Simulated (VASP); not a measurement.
# BaTiO3 (Pm-3m) in VASP: a series of runs, part 2 of 2

VASP 6.6.1. The steps go on from the part before.

### Step 3. Band structure, PBE, spin-orbit coupling, no magnetisation

Input file INCAR:

```
SYSTEM = BaTiO3
ALGO = Fast ; EDIFF = 1E-6
ENCUT = 520 ; GGA = PE
GGA_COMPAT = .False. ; ISIF = 2
ISMEAR = 0 ; LASPH = .True.
LCHARG = .False. ; LMAXMIX = 4
LORBIT = 11 ; LREAL = .False.
LSORBIT = .True. ; LWAVE = .False.
MAGMOM = 0 0 0 0 0 0 0 0 0 0 0 0 0 0 0 ; NBANDS = 57
NELM = 80 ; PREC = Accurate
SIGMA = 0.03
```

Input file KPOINTS:

```
k-points
0
Gamma
  6 6 6
  0 0 0
```

Input file POSCAR:

```
BaTiO3                                  
1.0
    4.0319540224      0.0000000000      0.0000000000
    0.0000000000      4.0319540224      0.0000000000
    0.0000000000      0.0000000000      4.0319540224
  Ba              Ti              O             
     1     1     3
Direct
     0.5000000000000000    0.5000000000000000    0.5000000000000000
     0.0000000000000000    0.0000000000000000    0.0000000000000000
     0.5000000000000000    0.0000000000000000    0.0000000000000000
     0.0000000000000000    0.5000000000000000    0.0000000000000000
     0.0000000000000000    0.0000000000000000    0.5000000000000000
```

Input file KPOINTS_OPT:

```
explicit points
64
Reciprocal
 0.0000000000  0.0000000000  0.0000000000 1
 0.0000000000  0.0555555556  0.0000000000 1
 0.0000000000  0.1111111111  0.0000000000 1
 0.0000000000  0.1666666667  0.0000000000 1
 0.0000000000  0.2222222222  0.0000000000 1
 0.0000000000  0.2777777778  0.0000000000 1
 0.0000000000  0.3333333333  0.0000000000 1
 0.0000000000  0.3888888889  0.0000000000 1
 0.0000000000  0.4444444444  0.0000000000 1
 0.0000000000  0.5000000000  0.0000000000 1
 0.0000000000  0.5000000000  0.0000000000 1
 0.0555555556  0.5000000000  0.0000000000 1
 0.1111111111  0.5000000000  0.0000000000 1
 0.1666666667  0.5000000000  0.0000000000 1
 0.2222222222  0.5000000000  0.0000000000 1
 0.2777777778  0.5000000000  0.0000000000 1
 0.3333333333  0.5000000000  0.0000000000 1
 0.3888888889  0.5000000000  0.0000000000 1
 0.4444444444  0.5000000000  0.0000000000 1
 0.5000000000  0.5000000000  0.0000000000 1
 0.5000000000  0.5000000000  0.0000000000 1
 0.4444444444  0.4444444444  0.0000000000 1
 0.3888888889  0.3888888889  0.0000000000 1
 0.3333333333  0.3333333333  0.0000000000 1
 0.2777777778  0.2777777778  0.0000000000 1
 0.2222222222  0.2222222222  0.0000000000 1
 0.1666666667  0.1666666667  0.0000000000 1
 0.1111111111  0.1111111111  0.0000000000 1
 0.0555555556  0.0555555556  0.0000000000 1
 0.0000000000  0.0000000000  0.0000000000 1
 0.0000000000  0.0000000000  0.0000000000 1
 0.0555555556  0.0555555556  0.0555555556 1
 0.1111111111  0.1111111111  0.1111111111 1
 0.1666666667  0.1666666667  0.1666666667 1
 0.2222222222  0.2222222222  0.2222222222 1
 0.2777777778  0.2777777778  0.2777777778 1
 0.3333333333  0.3333333333  0.3333333333 1
 0.3888888889  0.3888888889  0.3888888889 1
 0.4444444444  0.4444444444  0.4444444444 1
 0.5000000000  0.5000000000  0.5000000000 1
 0.5000000000  0.5000000000  0.5000000000 1
 0.4444444444  0.5000000000  0.4444444444 1
 0.3888888889  0.5000000000  0.3888888889 1
 0.3333333333  0.5000000000  0.3333333333 1
 0.2777777778  0.5000000000  0.2777777778 1
 0.2222222222  0.5000000000  0.2222222222 1
 0.1666666667  0.5000000000  0.1666666667 1
 0.1111111111  0.5000000000  0.1111111111 1
 0.0555555556  0.5000000000  0.0555555556 1
 0.0000000000  0.5000000000  0.0000000000 1
 0.5000000000  0.5000000000  0.0000000000 1
 0.5000000000  0.5000000000  0.0555555556 1
 0.5000000000  0.5000000000  0.1111111111 1
 0.5000000000  0.5000000000  0.1666666667 1
 0.5000000000  0.5000000000  0.2222222222 1
 0.5000000000  0.5000000000  0.2777777778 1
 0.5000000000  0.5000000000  0.3333333333 1
 0.5000000000  0.5000000000  0.3888888889 1
 0.5000000000  0.5000000000  0.4444444444 1
 0.5000000000  0.5000000000  0.5000000000 1
 0.0000000000  0.0000000000  0.0000000000 1
 0.5000000000  0.5000000000  0.0000000000 1
 0.5000000000  0.5000000000  0.5000000000 1
 0.0000000000  0.5000000000  0.0000000000 1
```

Potentials or basis: VASP PAW PBE potentials, release 64 (Ba_sv, Ti_sv, O).

The run is started by

```bash
cat potpaw_PBE.64/Ba_sv/POTCAR potpaw_PBE.64/Ti_sv/POTCAR potpaw_PBE.64/O/POTCAR > POTCAR
mpirun -np 1 vasp_ncl > vasp.out
```

OUTCAR:

```text
SYSTEM = BaTiO3
   EDIFF = 1E-6
   ENCUT = 520
   GGA = PE
   ISIF = 2
   ISMEAR = 0
   LASPH = .True.
   LORBIT = 11
   LREAL = .False.
   LSORBIT = .True.
   NELM = 80
   PREC = Accurate

 ion  position               nearest neighbor table
   1  0.500  0.500  0.500-   3 2.85   4 2.85   5 2.85   3 2.85   4 2.85   3 2.85   5 2.85   3 2.85
                             4 2.85   5 2.85   4 2.85   5 2.85   2 3.49   2 3.49   2 3.49   2 3.49
   2  0.000  0.000  0.000-   3 2.02   4 2.02   5 2.02   5 2.02   4 2.02   3 2.02   1 3.49   1 3.49
                             1 3.49   1 3.49   1 3.49   1 3.49   1 3.49   1 3.49
   3  0.500  0.000  0.000-   2 2.02   2 2.02   1 2.85   1 2.85   1 2.85   1 2.85
   4  0.000  0.500  0.000-   2 2.02   2 2.02   1 2.85   1 2.85   1 2.85   1 2.85
   5  0.000  0.000  0.500-   2 2.02   2 2.02   1 2.85   1 2.85   1 2.85   1 2.85

  LATTYP: Found a simple cubic cell.
 ALAT       =     4.0319540224

  Lattice vectors:

 A1 = (   4.0319540224,   0.0000000000,   0.0000000000)
 A2 = (   0.0000000000,   4.0319540224,   0.0000000000)
 A3 = (   0.0000000000,   0.0000000000,   4.0319540224)

Analysis of symmetry for initial positions (statically):
=====================================================================
 Subroutine PRICEL returns:
 Original cell was already a primitive cell.

 Routine SETGRP: Setting up the symmetry group for a
 simple cubic supercell.

 Subroutine GETGRP returns: Found 48 space group operations
 (whereof 48 operations were pure point group operations)
 out of a pool of 48 trial point group operations.

The static configuration has the point symmetry O_h .

Analysis of symmetry for dynamics (positions and initial velocities):
=====================================================================
 Subroutine PRICEL returns:
 Original cell was already a primitive cell.

 Routine SETGRP: Setting up the symmetry group for a
 simple cubic supercell.

 Subroutine GETGRP returns: Found 48 space group operations
 (whereof 48 operations were pure point group operations)
 out of a pool of 48 trial point group operations.

The dynamic configuration has the point symmetry O_h .

Analysis of structural, dynamic, and magnetic symmetry:
=====================================================================
 Subroutine PRICEL returns:
 Original cell was already a primitive cell.

 Routine SETGRP: Setting up the symmetry group for a
 simple cubic supercell.

 Subroutine GETGRP returns: Found 48 space group operations
 (whereof 48 operations were pure point group operations)
 out of a pool of 48 trial point group operations.

The overall configuration has the point symmetry O_h .

 Subroutine INISYM returns: Found 48 space group operations
 (whereof 48 operations are pure point group operations),
 and found     1 'primitive' translations

----------------------------------------------------------------------------------------

[... 150 lines left out ...]

 val. band max:        3.6720260972   @ k =   0.5000   0.5000   0.5000
 cond. band min:       5.3559646135   @ k =   0.0000   0.0000   0.0000
 fundamental gap:      1.6839385163
 Fermi energy:         3.9540530067

 k-point     1 :       0.0000    0.0000    0.0000
  band No.  band energies     occupation
      1     -53.0641      1.00000
      2     -53.0641      1.00000
      3     -29.6989      1.00000
      4     -29.6989      1.00000
      5     -29.0472      1.00000
      6     -29.0472      1.00000
[... 1089 lines left out ...]
     51      10.3398      0.00000
     52      10.3399      0.00000
 [bands above 52 left out]

------------------------ aborting loop because EDIFF is reached ----------------------------------------

  FORCE on cell =-STRESS in cart. coord.  units (eV):
  Direction    XX          YY          ZZ          XY          YZ          ZX
  --------------------------------------------------------------------------------------
  -------------------------------------------------------------------------------------
  Total        0.0604199      0.0604199      0.0604199      0.0000000      0.0000000     -0.0000000
  in kB        1.4768761      1.4768761      1.4768761      0.0000000      0.0000000     -0.0000000
  external PRESSURE =       1.4768761 kB  Pullay stress =       0.0000000 kB

 VOLUME and BASIS-vectors are now :
 -----------------------------------------------------------------------------
  energy-cutoff  :      520.00
  volume of cell :       65.55
      direct lattice vectors                 reciprocal lattice vectors
     4.031954022  0.000000000  0.000000000     0.248018701  0.000000000  0.000000000
     0.000000000  4.031954022  0.000000000     0.000000000  0.248018701  0.000000000
     0.000000000  0.000000000  4.031954022     0.000000000  0.000000000  0.248018701

 POSITION                                       TOTAL-FORCE (eV/Angst)
 -----------------------------------------------------------------------------------
      2.01598      2.01598      2.01598         0.000000      0.000000      0.000000
      0.00000      0.00000      0.00000         0.000000      0.000000      0.000000
      2.01598      0.00000      0.00000         0.000000      0.000000      0.000000
      0.00000      2.01598      0.00000         0.000000      0.000000      0.000000
      0.00000      0.00000      2.01598         0.000000      0.000000      0.000000
 -----------------------------------------------------------------------------------
    total drift:                                0.000000     -0.000000     -0.000000

  FREE ENERGIE OF THE ION-ELECTRON SYSTEM (eV)
  ---------------------------------------------------
  free  energy   TOTEN  =       -40.1822230944 eV

  energy  without entropy=      -40.1822230944  energy(sigma->0) =      -40.18222309

 Spin-Orbit-Coupling matrix elements

 Ion:    1  E_soc:     -0.3837887
 l=   1
     0.0000000    -0.0638155    -0.0638155
    -0.0638155     0.0000000    -0.0638155
    -0.0638155    -0.0638155     0.0000000
 l=   2
     0.0000000    -0.0000341     0.0000000    -0.0000341    -0.0001152
    -0.0000341     0.0000000    -0.0000864    -0.0000341    -0.0000288
     0.0000000    -0.0000864     0.0000000    -0.0000864     0.0000000
    -0.0000341    -0.0000341    -0.0000864     0.0000000    -0.0000288
    -0.0001152    -0.0000288     0.0000000    -0.0000288     0.0000000
 l=   3
     0.0000000     0.0000000     0.0000000     0.0000000     0.0000000     0.0000000     0.0000000
     0.0000000     0.0000000     0.0000000     0.0000000     0.0000000     0.0000000     0.0000000
     0.0000000     0.0000000     0.0000000     0.0000000     0.0000000     0.0000000     0.0000000
     0.0000000     0.0000000     0.0000000     0.0000000     0.0000000     0.0000000     0.0000000
[... 69 lines left out ...]
 l=   2
     0.0000000     0.0000000     0.0000000     0.0000000     0.0000000
     0.0000000     0.0000000     0.0000000     0.0000000     0.0000000
     0.0000000     0.0000000     0.0000000     0.0000000     0.0000000
     0.0000000     0.0000000     0.0000000     0.0000000     0.0000000
     0.0000000     0.0000000     0.0000000     0.0000000     0.0000000
 l=   3
     0.0000000     0.0000000     0.0000000     0.0000000     0.0000000     0.0000000     0.0000000
     0.0000000     0.0000000     0.0000000     0.0000000     0.0000000     0.0000000     0.0000000
     0.0000000     0.0000000     0.0000000     0.0000000     0.0000000     0.0000000     0.0000000
     0.0000000     0.0000000     0.0000000     0.0000000     0.0000000     0.0000000     0.0000000
     0.0000000     0.0000000     0.0000000     0.0000000     0.0000000     0.0000000     0.0000000
     0.0000000     0.0000000     0.0000000     0.0000000     0.0000000     0.0000000     0.0000000
     0.0000000     0.0000000     0.0000000     0.0000000     0.0000000     0.0000000     0.0000000

 total charge

# of ion       s       p       d       tot
------------------------------------------
    1        2.006   5.648   0.316   7.970
    2        2.204   6.255   1.676  10.134
    3        1.563   3.457   0.000   5.020
    4        1.563   3.457   0.000   5.020
    5        1.563   3.457   0.000   5.020
--------------------------------------------------
tot          8.899  22.273   1.992  33.164

 magnetization (x)

# of ion       s       p       d       tot
------------------------------------------
    1        0.000  -0.000   0.000   0.000
    2        0.000   0.000  -0.000  -0.000
    3        0.000   0.000   0.000   0.000
    4       -0.000   0.000   0.000   0.000
    5       -0.000   0.000   0.000   0.000
--------------------------------------------------
tot          0.000   0.000   0.000   0.000

 magnetization (y)

# of ion       s       p       d       tot
------------------------------------------
    1        0.000   0.000   0.000   0.000
    2       -0.000  -0.000   0.000  -0.000
    3        0.000   0.000   0.000   0.000
    4       -0.000   0.000   0.000   0.000
    5       -0.000  -0.000   0.000  -0.000
--------------------------------------------------
tot          0.000  -0.000   0.000  -0.000

 magnetization (z)

# of ion       s       p       d       tot
------------------------------------------
    1        0.000  -0.000   0.000   0.000
    2        0.000  -0.000   0.000  -0.000
    3       -0.000   0.000   0.000   0.000
    4       -0.000  -0.000   0.000  -0.000
    5       -0.000   0.000   0.000   0.000
--------------------------------------------------
tot          0.000  -0.000   0.000  -0.000
```

Wall time 10 min (1 thread of Intel Xeon 6975P-C (Granite Rapids), shared host); peak memory 0.43 GiB.

What came out:

```yaml
Free_energy: -40.1822 eV
Pressure: 0.1 GPa
Valence_electrons_inside_the_program's_atomic_spheres: Ba 7.97; Ti 10.13; O 5.02
```

### Step 4. Band structure, r2SCAN

Input file INCAR:

```
SYSTEM = BaTiO3
ALGO = Normal ; EDIFF = 1E-6
ENCUT = 520 ; ISIF = 2
ISMEAR = 0 ; LASPH = .True.
LCHARG = .False. ; LMAXMIX = 4
LMIXTAU = .True. ; LREAL = .False.
LWAVE = .False. ; METAGGA = R2SCAN
NBANDS = 28 ; NELM = 80
PREC = Accurate ; SIGMA = 0.03
```

Input file KPOINTS:

```
k-points
0
Gamma
  8 8 8
  0 0 0
```

POSCAR is that of step 3.

KPOINTS_OPT is that of step 3.

The run is started by

```bash
cat potpaw_PBE.64/Ba_sv/POTCAR potpaw_PBE.64/Ti_sv/POTCAR potpaw_PBE.64/O/POTCAR > POTCAR
mpirun -np 1 vasp_std > vasp.out
```

Run time: 4.2 min. Hardware: 1 thread of Intel Xeon 6975P-C (Granite Rapids), shared host; peak memory 0.22 GiB.

The run converged. Its results:

- Free energy: -74.2262 eV
- Pressure: -3.0 GPa
- Band gap on the k mesh: 2.08 eV, indirect (least direct gap 2.26 eV)
- Band gap along the path: 2.08 eV, indirect (least direct gap 2.26 eV)

Levels at the corners of the path, in eV from the valence-band top:
| point | band 18 | band 19 | band 20 | band 21 | band 22 | band 23 |
| --- | --- | --- | --- | --- | --- | --- |
| Γ | -0.18 | -0.18 | -0.18 | 2.08 | 2.08 | 2.08 |
| X | -1.80 | -0.75 | -0.75 | 2.22 | 3.73 | 3.73 |
| X | -1.80 | -0.75 | -0.75 | 2.22 | 3.73 | 3.73 |
| M | -0.90 | -0.90 | -0.09 | 3.74 | 3.74 | 4.17 |
| M | -0.90 | -0.90 | -0.09 | 3.74 | 3.74 | 4.17 |
| Γ | -0.18 | -0.18 | -0.18 | 2.08 | 2.08 | 2.08 |
| Γ | -0.18 | -0.18 | -0.18 | 2.08 | 2.08 | 2.08 |
| R | 0.00 | 0.00 | 0.00 | 4.40 | 4.40 | 4.40 |
| R | 0.00 | 0.00 | 0.00 | 4.40 | 4.40 | 4.40 |
| X | -1.80 | -0.75 | -0.75 | 2.22 | 3.73 | 3.73 |
| M | -0.90 | -0.90 | -0.09 | 3.74 | 3.74 | 4.17 |
| R | 0.00 | 0.00 | 0.00 | 4.40 | 4.40 | 4.40 |

Caveat: the PAW data sets were made with another functional, which shifts forces and pressure a little; spin-orbit coupling is left out, which moves the levels of the heavy elements. r2SCAN opens gaps a little over a GGA but as a rule still falls short of measured ones.

### Step 5. The runs side by side

| level | spin | k mesh | gap on the mesh (eV) | pressure (GPa) |
| --- | --- | --- | --- | --- |
| PBE | off | 8 × 8 × 8 | 1.70 | 0.1 |
| PBE | SOC, no magnetisation | 6 × 6 × 6 | - | 0.1 |
| r2SCAN | off | 8 × 8 × 8 | 2.08 | -3.0 |

Alike in all rows: task band structure; potentials or basis VASP PAW PBE potentials, release 64 (Ba_sv, Ti_sv, O); cell as given; cutoff (eV) 520; smearing gaussian 0.03 eV.

The pressure there spans -3.0 GPa (r2SCAN) to 0.1 GPa (PBE); a positive pressure means that this level wants a larger cell, a negative one a smaller.

Caveats: spin-orbit coupling is left out, which moves the levels of the heavy elements (some runs); the PAW data sets were made with another functional, which shifts forces and pressure a little (some runs).

Absolute energies hang on the potentials; compare differences alone.
